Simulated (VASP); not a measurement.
Input:

```
AgO
1.0
    0.00000     2.47246     2.47246
    2.47246     0.00000     2.47246
    2.47246     2.47246     0.00000
Ag O
1 1
Direct
  0.00000   0.00000   0.00000
  0.25000   0.25000   0.25000
```

Method: PBEsol GGA, VASP's PBE PAW potentials (set 64) (plane waves; VASP 6.6.1). Numerical set-up: 520 eV cut-off, Gaussian smearing of 0.050 eV, potentials Ag O.

Q: Give the energies of bands 2 to 10 at the high-symmetry points, in eV from the Fermi level.

A: 
```json
[
 {"band": "2", "Γ": "-5.46", "X": "-5.65", "U": "-5.37", "L": "-5.08", "W": "-5.24"},
 {"band": "3", "Γ": "-5.46", "X": "-4.19", "U": "-4.49", "L": "-5.08", "W": "-4.37"},
 {"band": "4", "Γ": "-5.46", "X": "-4.19", "U": "-3.98", "L": "-4.76", "W": "-4.28"},
 {"band": "5", "Γ": "-2.99", "X": "-3.15", "U": "-3.19", "L": "-2.82", "W": "-3.05"},
 {"band": "6", "Γ": "-2.99", "X": "-2.68", "U": "-2.85", "L": "-2.82", "W": "-2.35"},
 {"band": "7", "Γ": "0.31", "X": "-1.72", "U": "-2.40", "L": "-2.65", "W": "-2.30"},
 {"band": "8", "Γ": "0.84", "X": "-1.28", "U": "-1.26", "L": "-0.01", "W": "-2.24"},
 {"band": "9", "Γ": "0.84", "X": "-1.28", "U": "-0.74", "L": "-0.01", "W": "-0.60"},
 {"band": "10", "Γ": "0.84", "X": "5.92", "U": "7.05", "L": "5.32", "W": "7.53"}
]
```

It has no gap at this level: it comes out as a metal or semimetal.

The structure comes from a measured AgO entry (F-43m) of the Crystallography Open Database, whose conditions weren't checked. It was relaxed first, which changed the volume by +8 %. The electron count is odd and the run is not spin-polarised, which forces a metal.
